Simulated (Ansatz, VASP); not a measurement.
Given: the input of a run of VASP 6.6.1 on NbSeN. Atoms were shifted at random by some hundredths of an Å from the given cell, which wasn't relaxed again for these runs. The cell comes from a database or a generator and needn't be the stable form of this composition.

INCAR

```
PREC     = Accurate       # precision mode
ENCUT    = 520            # plane-wave cutoff, eV
EDIFF    = 1E-7           # SCF threshold, eV
ISMEAR   = -1             # smearing method
SIGMA    = 0.05           # smearing width, eV
LREAL    = False          # projectors in reciprocal space
LASPH    = True           # aspherical terms in the spheres
NELM     = 60             # most SCF steps
ALGO     = Normal         # electronic algorithm
ISIF     = 2              # what is computed and relaxed
LWAVE    = False          # write WAVECAR
LCHARG   = False          # write CHGCAR
GGA      = PE             # functional
NBANDS   = 33             # bands
```

KPOINTS

```
regular mesh
0
Gamma
  7 7 4
```

The input POSCAR:

```
NbSeN
1.0
    3.6724980000      0.0000000000      0.0000000000
    0.0000000000      3.6724980000      0.0000000000
    0.0000000000      0.0000000000      6.3781640000
Nb Se N
2 2 2
Direct
   -0.0051300000      0.5088290000      0.8249850000
    0.5040880000      0.0093490000      0.1711980000
    0.0028390000      0.5004730000      0.3816830000
    0.4975430000      0.0056530000      0.6260640000
    0.0055740000      0.0041810000      0.0039390000
    0.5056080000      0.5064020000      0.0072720000
```

Potentials or basis: VASP PAW PBE potentials, release 64 (Nb_sv, Se, N).

Run with:

```console
$ cat potpaw_PBE.64/Nb_sv/POTCAR potpaw_PBE.64/Se/POTCAR potpaw_PBE.64/N/POTCAR > POTCAR
$ mpirun -np 1 vasp_std > vasp.out
```

Q: What does the same run look like in Ansatz 0.2.0? Potentials or basis there: Ansatz PAW, cutoff 420 eV.

A: As run (cutoffs and basis follow the program's own potentials, and thresholds, step limits or extra output files can differ):

The input input.yaml:

```yaml
crystal:
  lattice:
    - [3.672498, 0.0, 0.0]
    - [0.0, 3.672498, 0.0]
    - [0.0, 0.0, 6.378164]
  atoms:
    - { symbol: Nb, position: [-0.00513, 0.508829, 0.824985] }
    - { symbol: Nb, position: [0.504088, 0.009349, 0.171198] }
    - { symbol: Se, position: [0.002839, 0.500473, 0.381683] }
    - { symbol: Se, position: [0.497543, 0.005653, 0.626064] }
    - { symbol: "N", position: [0.005574, 0.004181, 0.003939] }
    - { symbol: "N", position: [0.505608, 0.506402, 0.007272] }
hamiltonian:
  xc: pbe
  pseudopotentials: { kind: paw }
kpoints:
  mp_grid: { grid: [7, 7, 4] }
scf:
  occupations: { method: fermi_dirac, width: 0.05 }
output:
  forces: true
  stress: true
  eigenvalues: true
  write_density: true
  write_potential: true
  elf: true
  volumetric_format: npy
```

Potentials or basis: Ansatz PAW.

Launch:

```bash
$ ansatz run input.yaml --threads 2 --pin off --max-ram 5120MiB --backend cpu --events-out ev --progress --plain --runs-dir out
```

Both were run:

|  | VASP | Ansatz |
| --- | --- | --- |
| Pressure | -3.0 GPa | -2.8 GPa |
| Largest force | 0.890 eV/Å | 0.878 eV/Å |

Ansatz's pressure holds a Pulay term of +0.22 GPa for its cutoff of 420 eV, which the other run lacks.

The potentials hold 48 and 68 valence electrons a cell.

Where Ansatz's input types no cutoff or centring, it takes its own default and a Γ-centred mesh.

Pressure is positive in compression.
